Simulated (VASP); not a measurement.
# Sr2HfMoO6: cell size against the level of theory, part 2 of 4

Aim: relax Sr2HfMoO6 with several functionals and dispersion schemes, and compare the cells. The cell is invented: it takes the structure of a Materials Project entry for Sr2HfZrO6 (space group 225 there), with some of its atoms replaced by other elements, volume scaled by an estimate. It may not be a known or stable phase.

VASP 6.6.1, plane waves and PAW; the level of theory is named at each step.

Still holding for the runs below: This run has no spin polarisation, although Mo can carry a moment. The k-mesh is coarse for a metal.

So far. Step 2 (Relaxation with PBE): It ends with a largest force of 0.001 eV/Å and a pressure of 0.01 GPa. The conventional cell has a = 8.135 Å.

## Step 3: Relaxation with LDA

This step: LDA, no spin polarisation; plane waves and PAW (Hf_pv, Mo_sv, Sr_sv, O); invented cell (VASP 6.6.1).

LDA, the lowest rung, knows the local density alone.

Contents of INCAR:

```
SYSTEM = Sr2HfMoO6
PREC = Accurate
ENCUT = 560
EDIFF = 1E-06
NELM = 100
ISMEAR = -1
SIGMA = 0.05
LREAL = .FALSE.
ALGO = Normal
GGA = CA
LORBIT = 11
LWAVE = .FALSE.
LCHARG = .FALSE.
KPAR = 4
IBRION = 2
NSW = 60
ISIF = 3
EDIFFG = -0.01
```

Contents of POSCAR:

```
Sr2HfMoO6
1.0
    0.0000000000      4.2140040000      4.2140040000
    4.2140040000      0.0000000000      4.2140040000
    4.2140040000      4.2140040000      0.0000000000
Hf Mo Sr O
1 1 2 6
Direct
    0.0000000000      0.0000000000      0.0000000000
    0.5000000000      0.5000000000      0.5000000000
    0.2500000000      0.2500000000      0.2500000000
    0.7500000000      0.7500000000      0.7500000000
    0.7519162800      0.2480837200      0.2480837200
    0.2480837200      0.7519162800      0.7519162800
    0.2480837200      0.7519162800      0.2480837200
    0.7519162800      0.2480837200      0.7519162800
    0.2480837200      0.2480837200      0.7519162800
    0.7519162800      0.7519162800      0.2480837200
```

Contents of KPOINTS:

```
Automatic mesh
0
Gamma
4 4 4
0 0 0
```

The projector-augmented-wave data sets are Hf_pv, Mo_sv, Sr_sv and O (PBE family, release 64).

The run is started by

```bash
> mpirun -np 4 vasp_std
```

Output:

```text
[banner, memory and clock lines left out]
running    4 mpi-ranks, on    1 nodes
 distrk:  each k-point on    1 cores,    4 groups
 distr:  one band on    1 cores,    1 groups

 POSCAR found type information on POSCAR HfMoSrO
 POSCAR found :  4 types and      10 ions
|                                                                             |
|               ----> ADVICE to this user running VASP <----                  |
|                                                                             |
|     You enforced a specific xc type in the INCAR file but a different       |
|     [... a line on the potential file left out ...]
|     I HOPE YOU KNOW WHAT YOU ARE DOING!                                     |
|                                                                             |

 LDA part: xc-table for (Slater(with rela. corr.)+CA(PZ))
 , standard interpolation
 POSCAR, INCAR and KPOINTS ok, starting setup
 FFT: planning ... GRIDC
 FFT: planning ... GRID_SOFT
 FFT: planning ... GRID
 WAVECAR not read
 entering main loop
       N       E                     dE             d eps       ncg     rms          rms(c)
DAV:   1     0.647495299996E+03    0.64750E+03   -0.46635E+04   776   0.173E+03
DAV:   2    -0.592986038156E+02   -0.70679E+03   -0.68982E+03   960   0.419E+02
DAV:   3    -0.101871127007E+03   -0.42573E+02   -0.42078E+02  1032   0.991E+01
DAV:   4    -0.102869938081E+03   -0.99881E+00   -0.99315E+00  1120   0.133E+01
DAV:   5    -0.102887037510E+03   -0.17099E-01   -0.17047E-01  1056   0.143E+00    0.676E+01
DAV:   6    -0.906476960960E+02    0.12239E+02   -0.10297E+02   896   0.387E+01    0.482E+01
DAV:   7    -0.897288613341E+02    0.91883E+00   -0.20718E+01   872   0.216E+01    0.362E+01
DAV:   8    -0.893560117980E+02    0.37285E+00   -0.50816E+00   912   0.113E+01    0.551E+00
DAV:   9    -0.891118887647E+02    0.24412E+00   -0.91500E-01   920   0.459E+00    0.137E+00
DAV:  10    -0.891152216734E+02   -0.33329E-02   -0.99774E-02  1072   0.129E+00    0.149E+00
DAV:  11    -0.891132819396E+02    0.19397E-02   -0.10413E-02   880   0.457E-01    0.200E-01
DAV:  12    -0.891130497812E+02    0.23216E-03   -0.13403E-03   992   0.183E-01    0.142E-01
DAV:  13    -0.891130490068E+02    0.77438E-06   -0.14006E-04  1128   0.530E-02    0.400E-02
DAV:  14    -0.891130480868E+02    0.92001E-06   -0.42562E-05   920   0.365E-02    0.275E-02
DAV:  15    -0.891130463844E+02    0.17024E-05   -0.48111E-06   848   0.126E-02    0.752E-03
DAV:  16    -0.891130462643E+02    0.12014E-06   -0.81966E-07   568   0.457E-03
   1 F= -.89113046E+02 E0= -.89095222E+02  d E =-.891130E+02
 curvature:   0.00 expect dE= 0.000E+00 dE for cont linesearch  0.000E+00
 trial: gam= 0.00000 g(F)=  0.519E+00 g(S)=  0.608E+01 ort = 0.000E+00 (trialstep = 0.100E+01)
 search vector abs. value=  0.660E+01
 bond charge predicted
       N       E                     dE             d eps       ncg     rms          rms(c)
DAV:   1    -0.143602257916E+03   -0.54489E+02   -0.15850E+03   880   0.239E+02    0.140E+02
DAV:   2    -0.958656181888E+02    0.47737E+02   -0.15998E+02   832   0.688E+01    0.243E+01
DAV:   3    -0.898724018246E+02    0.59932E+01   -0.15736E+01  1008   0.205E+01    0.162E+01
DAV:   4    -0.889944003516E+02    0.87800E+00   -0.44528E+00  1096   0.112E+01    0.127E+01
DAV:   5    -0.890782330521E+02   -0.83833E-01   -0.59408E-01  1016   0.381E+00    0.797E+00
DAV:   6    -0.891350013155E+02   -0.56768E-01   -0.46428E-01  1152   0.261E+00    0.208E+00
DAV:   7    -0.891272410139E+02    0.77603E-02   -0.47044E-02   936   0.103E+00    0.954E-01
DAV:   8    -0.891302385969E+02   -0.29976E-02   -0.70081E-03   944   0.460E-01    0.125E-01
DAV:   9    -0.891301098585E+02    0.12874E-03   -0.91310E-04   984   0.154E-01    0.997E-02
DAV:  10    -0.891301121758E+02   -0.23173E-05   -0.95352E-05  1072   0.442E-02    0.107E-01
DAV:  11    -0.891301106347E+02    0.15410E-05   -0.17227E-05   896   0.216E-02    0.107E-02
DAV:  12    -0.891301106694E+02   -0.34684E-07   -0.74488E-07   576   0.504E-03
   2 F= -.89130111E+02 E0= -.89121285E+02  d E =-.170644E-01
[...]
3 F= -.91114497E+02 E0= -.91103538E+02  d E =-.200145E+01
[...]
4 F= -.91116613E+02 E0= -.91105752E+02  d E =-.200357E+01
[...]
5 F= -.91116047E+02 E0= -.91105261E+02  d E =-.200300E+01
[...]
6 F= -.91108194E+02 E0= -.91098229E+02  d E =0.785281E-02
[...]
7 F= -.91166174E+02 E0= -.91155800E+02  d E =-.501270E-01
[...]
8 F= -.91166825E+02 E0= -.91156249E+02  d E =-.651324E-03
 trial-energy change:   -0.000651  1 .order   -0.000702   -0.011846    0.010442
 step:   0.4316(harm=  0.4344)  dis= 0.00059  next Energy=   -91.169294 (dE=-0.312E-02)
 bond charge predicted
       N       E                     dE             d eps       ncg     rms          rms(c)
DAV:   1    -0.911861768613E+02   -0.19351E-01   -0.44974E-01   848   0.404E+00    0.192E+00
DAV:   2    -0.911714702186E+02    0.14707E-01   -0.58482E-02   864   0.124E+00    0.444E-01
DAV:   3    -0.911695142690E+02    0.19559E-02   -0.43220E-03   944   0.348E-01    0.214E-01
DAV:   4    -0.911692413726E+02    0.27290E-03   -0.14061E-03   992   0.189E-01    0.249E-01
DAV:   5    -0.911692579117E+02   -0.16539E-04   -0.11438E-04  1040   0.445E-02    0.198E-01
DAV:   6    -0.911692880703E+02   -0.30159E-04   -0.11245E-04  1176   0.375E-02    0.408E-02
DAV:   7    -0.911692899966E+02   -0.19263E-05   -0.17736E-05  1184   0.178E-02    0.271E-02
DAV:   8    -0.911692900953E+02   -0.98613E-07   -0.23017E-06   808   0.665E-03
   9 F= -.91169290E+02 E0= -.91158810E+02  d E =-.311639E-02
 curvature:  -0.22 expect dE=-0.212E-05 dE for cont linesearch -0.592E-10
 trial: gam=-0.00005 g(F)=  0.960E-05 g(S)=  0.167E-06 ort = 0.199E-05 (trialstep = 0.740E+00)
 search vector abs. value=  0.976E-05
 reached required accuracy - stopping structural energy minimisation
```

It took 3.8 min on 4 MPI ranks of AMD EPYC 7R43, shared host; peak memory 1.2 GiB.

Parts of OUTCAR (step 3):

```text
The static configuration has the point symmetry O_h .

 Found      8 irreducible k-points:

   NELECT =      80.0000    total number of electrons

 E-fermi :   6.4691

 k-point     1 :       0.0000    0.0000    0.0000
  band No.  band energies     occupation
    ...
     38       3.1572      2.00000
     39       3.1572      2.00000
     40       5.4325      2.00000
     41       5.4325      2.00000
     42       5.4325      2.00000
     43       8.3464      0.00000
     44       8.3464      0.00000
     45       8.5217      0.00000
     46       9.7814      0.00000
     47       9.7814      0.00000
    ...

 k-point     2 :       0.2500    0.0000    0.0000
  band No.  band energies     occupation
    ...
     38       2.7746      2.00000
     39       2.9726      2.00000
     40       6.0254      1.99972
     41       6.1255      1.99793
     42       6.1255      1.99793
     43       9.0477      0.00000
     44       9.0477      0.00000
     45       9.3679      0.00000
     46       9.5093      0.00000
     47       9.6198      0.00000
    ...

  Total        0.0033976      0.0033976      0.0033976     -0.0000000      0.0000000      0.0000000
  in kB        0.0427990      0.0427990      0.0427990     -0.0000000      0.0000000      0.0000000
  external PRESSURE =       0.0427990 kB  Pullay stress =       0.0000000 kB

  energy-cutoff  :      560.00
  volume of cell :      127.19
      direct lattice vectors                 reciprocal lattice vectors
     0.000000000  3.991531526  3.991531526    -0.125265201  0.125265201  0.125265201
     3.991531526  0.000000000  3.991531526     0.125265201 -0.125265201  0.125265201
     3.991531526  3.991531526 -0.000000000     0.125265201  0.125265201 -0.125265201

 POSITION                                       TOTAL-FORCE (eV/Angst)
 -----------------------------------------------------------------------------------
      0.00000      0.00000      0.00000        -0.000000      0.000000     -0.000000
      3.99153      3.99153      3.99153         0.000000      0.000000     -0.000000
      1.99577      1.99577      1.99577        -0.000000      0.000000     -0.000000
      5.98730      5.98730      5.98730         0.000000      0.000000     -0.000000
      2.03054      3.99153      3.99153         0.005758      0.000000     -0.000000
      5.95252      3.99153      3.99153        -0.005758      0.000000     -0.000000
      3.99153      2.03054      3.99153         0.000000      0.005758     -0.000000
      3.99153      5.95252      3.99153         0.000000     -0.005758     -0.000000
      3.99153      3.99153      2.03054         0.000000      0.000000      0.005758
      3.99153      3.99153      5.95252         0.000000      0.000000     -0.005758
 -----------------------------------------------------------------------------------
    total drift:                                0.000000      0.000000      0.000000

  FREE ENERGIE OF THE ION-ELECTRON SYSTEM (eV)
  ---------------------------------------------------
  free  energy   TOTEN  =       -91.1692900953 eV

  energy  without entropy=      -91.1483306943  energy(sigma->0) =      -91.15881039

 total charge
# of ion       s       p       d       tot
------------------------------------------
    1        0.350   6.831   1.796   8.978
    2        2.349   6.332   3.830  12.512
    3        1.993   5.720   0.200   7.913
    4        1.993   5.720   0.200   7.913
    5        1.545   3.487   0.000   5.032
    6        1.545   3.487   0.000   5.032
    7        1.545   3.487   0.000   5.032
    8        1.545   3.487   0.000   5.032
    9        1.545   3.487   0.000   5.032
   10        1.545   3.487   0.000   5.032
--------------------------------------------------
tot         15.955  45.528   6.026  67.510

[... 8 parts as in an earlier step ...]

[... 5 further parts left out ...]
```

CONTCAR:

```
Sr2HfMoO6
   1.00000000000000
     0.0000000000000000    3.9915315263469857    3.9915315263469857
     3.9915315263469857    0.0000000000000000    3.9915315263469857
     3.9915315263469857    3.9915315263469857   -0.0000000000000000
  Hf              Mo              Sr              O
     1     1     2     6
Direct
     0.0000000000000000    0.0000000000000000    0.0000000000000000
     0.5000000000000000    0.5000000000000000    0.5000000000000000
     0.2500000000000000    0.2500000000000000    0.2500000000000000
     0.7500000000000000    0.7500000000000000    0.7500000000000000
     0.7456438898730831    0.2543561101269169    0.2543561101269169
     0.2543561101269169    0.7456438898730831    0.7456438898730831
     0.2543561101269169    0.7456438898730831    0.2543561101269169
     0.7456438898730831    0.2543561101269169    0.7456438898730831
     0.2543561101269169    0.2543561101269169    0.7456438898730831
     0.7456438898730831    0.7456438898730831    0.2543561101269169
```

The PAW data sets were made with PBE, though LDA sets exist; this is a small mismatch.

Relaxation path:

| step | energy less that of the first step (eV) | largest force (eV/Å) | pressure (GPa) | volume (Å³) |
| --- | --- | --- | --- | --- |
| 1 | 0.0000 | 1.3385 | -21.94 | 149.66 |
| 2 | -0.0171 | 0.7916 | 41.91 | 109.52 |
| 3 | -2.0015 | 0.8944 | 0.32 | 127.07 |
| 4 | -2.0036 | 0.8655 | 1.18 | 126.53 |
| 5 | -2.0030 | 0.8407 | 1.89 | 126.09 |
| 6 | -1.9951 | 0.9345 | 0.95 | 126.75 |
| 7 | -2.0531 | 0.0231 | 1.26 | 126.40 |
| 8 | -2.0538 | 0.0290 | -1.09 | 127.89 |
| 9 | -2.0562 | 0.0058 | 0.00 | 127.19 |

| conventional cell, symmetrised | before | after | change |
| --- | --- | --- | --- |
| a (Å) | 8.428 | 7.983 | -5.3 % |
| b (Å) | 8.428 | 7.983 | -5.3 % |
| c (Å) | 8.428 | 7.983 | -5.3 % |
| volume (Å³/atom) | 14.97 | 12.72 | -15.0 % |

The atoms that moved most (Å, as changes of fractional coordinates times the final cell):

| atom | dx | dy | dz | length |
| --- | --- | --- | --- | --- |
| O8 | 0.000 | -0.050 | 0.000 | 0.050 |
| O7 | 0.000 | 0.050 | 0.000 | 0.050 |
| O6 | -0.050 | 0.000 | 0.000 | 0.050 |
| O5 | 0.050 | 0.000 | 0.000 | 0.050 |
| O10 | 0.000 | 0.000 | -0.050 | 0.050 |
| O9 | 0.000 | 0.000 | 0.050 | 0.050 |

Final coordinates:

```
Hf Mo Sr O
1.0
     0.00000    3.99153    3.99153
     3.99153    0.00000    3.99153
     3.99153    3.99153    0.00000
Hf Mo Sr O
1 1 2 6
Cartesian
  0.0000 0.0000 0.0000
  3.9915 3.9915 3.9915
  1.9958 1.9958 1.9958
  5.9873 5.9873 5.9873
  2.0305 3.9915 3.9915
  5.9525 3.9915 3.9915
  3.9915 2.0305 3.9915
  3.9915 5.9525 3.9915
  3.9915 3.9915 2.0305
  3.9915 3.9915 5.9525
```

This step gave:

* free energy (TOTEN): -91.1693 eV
* energy at zero smearing: -91.1588 eV
* Fermi energy: 6.469 eV
* pressure: 0.004280 GPa
* SCF cycles over all ionic steps: 88

It ends at 12.72 Å³/atom, -15.0 % from the start, with 0.00 GPa left. The conventional cell has a = 7.983 Å.

## Step 4: Relaxation with PBEsol

This step: PBEsol, no spin polarisation; plane waves and PAW (Hf_pv, Mo_sv, Sr_sv, O); invented cell (VASP 6.6.1).

PBEsol restores the gradient expansion of exchange and is tuned for the cells of solids.

INCAR, as its differences from that of step 3:

```diff
@@ -9,3 +9,3 @@
 ALGO = Normal
-GGA = CA
+GGA = PS
 LORBIT = 11
```

POSCAR is that of step 3.

KPOINTS is that of step 3.

The run is started by

```bash
> mpirun -np 4 vasp_std
```

Output:

```text
[banner, memory and clock lines left out]
running    4 mpi-ranks, on    1 nodes
[...]
[... a notice as in an earlier step ...]

 LDA part: xc-table for (Slater+PW92), standard interpolation
 POSCAR, INCAR and KPOINTS ok, starting setup
[...]
entering main loop
       N       E                     dE             d eps       ncg     rms          rms(c)
DAV:   1     0.654107264360E+03    0.65411E+03   -0.46694E+04   776   0.173E+03
DAV:   2    -0.545655317929E+02   -0.70867E+03   -0.69160E+03   960   0.420E+02
DAV:   3    -0.972936830612E+02   -0.42728E+02   -0.42234E+02  1032   0.994E+01
DAV:   4    -0.982846850625E+02   -0.99100E+00   -0.98560E+00  1120   0.133E+01
[...]
DAV:  14    -0.848895039867E+02   -0.42339E-06   -0.39528E-05   944   0.353E-02    0.201E-02
DAV:  15    -0.848895022909E+02    0.16958E-05   -0.58809E-06   848   0.140E-02    0.558E-03
DAV:  16    -0.848895026192E+02   -0.32830E-06   -0.10652E-06   576   0.523E-03
   1 F= -.84889503E+02 E0= -.84871338E+02  d E =-.848895E+02
[... from here on, the cycles between the ionic steps are left out ...]
   2 F= -.85225689E+02 E0= -.85216422E+02  d E =-.336186E+00
   3 F= -.86373037E+02 E0= -.86361635E+02  d E =-.148353E+01
   4 F= -.86373918E+02 E0= -.86362599E+02  d E =-.148442E+01
   5 F= -.86381289E+02 E0= -.86370714E+02  d E =-.737108E-02
   6 F= -.86411454E+02 E0= -.86400537E+02  d E =-.375363E-01
   7 F= -.86411594E+02 E0= -.86400580E+02  d E =-.139571E-03
   8 F= -.86411903E+02 E0= -.86400932E+02  d E =-.448494E-03
[...]
reached required accuracy - stopping structural energy minimisation
```

The job ended after 4.1 min (4 MPI ranks; peak memory 1.5 GiB).

Parts of OUTCAR (step 4):

```text
  Total        0.0032167      0.0032167      0.0032167     -0.0000000      0.0000000     -0.0000000
  in kB        0.0395992      0.0395992      0.0395992     -0.0000000      0.0000000     -0.0000000
  external PRESSURE =       0.0395992 kB  Pullay stress =       0.0000000 kB

 POSITION                                       TOTAL-FORCE (eV/Angst)
 -----------------------------------------------------------------------------------
      0.00000      0.00000      0.00000        -0.000000     -0.000000      0.000000
      4.02226      4.02226      4.02226        -0.000000     -0.000000      0.000000
      2.01113      2.01113      2.01113         0.000000     -0.000000      0.000000
      6.03339      6.03339      6.03339        -0.000000     -0.000000      0.000000
      2.04564      4.02226      4.02226         0.001579     -0.000000      0.000000
      5.99887      4.02226      4.02226        -0.001579     -0.000000      0.000000
      4.02226      2.04564      4.02226         0.000000      0.001579      0.000000
      4.02226      5.99887      4.02226         0.000000     -0.001579      0.000000
      4.02226      4.02226      2.04564         0.000000     -0.000000      0.001579
      4.02226      4.02226      5.99887         0.000000     -0.000000     -0.001579
 -----------------------------------------------------------------------------------
    total drift:                               -0.000000      0.000000      0.000000

  FREE ENERGIE OF THE ION-ELECTRON SYSTEM (eV)
  ---------------------------------------------------
  free  energy   TOTEN  =       -86.4119026764 eV

  energy  without entropy=      -86.3899606969  energy(sigma->0) =      -86.40093169

[... 2 parts as in an earlier step ...]

[... 2 further parts left out ...]
[key lines of the parts left out:]
E-fermi :   6.4513
```

The PAW data sets were made with PBE, which is usual practice but a small mismatch for other functionals.

Step by step:

| step | energy less that of the first step (eV) | largest force (eV/Å) | pressure (GPa) | volume (Å³) |
| --- | --- | --- | --- | --- |
| 1 | 0.0000 | 1.3387 | -18.27 | 149.66 |
| 2 | -0.3362 | 0.6959 | 28.71 | 115.65 |
| 3 | -1.4835 | 0.7262 | 0.67 | 129.75 |
| 4 | -1.4844 | 0.7014 | 1.24 | 129.37 |
| 5 | -1.4918 | 0.6410 | -0.05 | 130.27 |
| 6 | -1.5220 | 0.0136 | 0.45 | 129.84 |
| 7 | -1.5221 | 0.0128 | -0.39 | 130.41 |
| 8 | -1.5224 | 0.0016 | 0.00 | 130.15 |

| conventional cell, symmetrised | before | after | change |
| --- | --- | --- | --- |
| a (Å) | 8.428 | 8.045 | -4.6 % |
| b (Å) | 8.428 | 8.045 | -4.6 % |
| c (Å) | 8.428 | 8.045 | -4.6 % |
| volume (Å³/atom) | 14.97 | 13.01 | -13.0 % |

The atoms that moved most (Å, as changes of fractional coordinates times the final cell):

| atom | dx | dy | dz | length |
| --- | --- | --- | --- | --- |
| O8 | 0.000 | -0.050 | 0.000 | 0.050 |
| O6 | -0.050 | 0.000 | 0.000 | 0.050 |
| O10 | 0.000 | 0.000 | -0.050 | 0.050 |
| O7 | 0.000 | 0.050 | 0.000 | 0.050 |
| O9 | 0.000 | 0.000 | 0.050 | 0.050 |
| O5 | 0.050 | 0.000 | 0.000 | 0.050 |

Final coordinates:

```xyz
10
Lattice="0.0000 4.0223 4.0223 4.0223 0.0000 4.0223 4.0223 4.0223 0.0000" Properties=species:S:1:pos:R:3 pbc="T T T"
Hf    0.0000    0.0000    0.0000
Mo    4.0223    4.0223    4.0223
Sr    2.0111    2.0111    2.0111
Sr    6.0334    6.0334    6.0334
O     2.0456    4.0223    4.0223
O     5.9989    4.0223    4.0223
O     4.0223    2.0456    4.0223
O     4.0223    5.9989    4.0223
O     4.0223    4.0223    2.0456
O     4.0223    4.0223    5.9989
```

It ends at 13.01 Å³/atom, -13.0 % from the start, with 0.00 GPa left. The conventional cell has a = 8.045 Å.

(Continued in part 3 of 4.)

[Lines on the potential files, build, host, timing and source positions are cut from VASP's logs without a mark.]

[Logs are printed without paths, hosts, clocks, repeated set-up lines and the standing remarks that a program may print on its own settings, such as how far it seeks lower states.]

[Hosts, paths, dates, database ids (printed as entryN), source tags and the programs' standing remarks are cut or masked in the printed files.]

[A measured line is paired with the nearest computed mode of its activity, which favours agreement.]
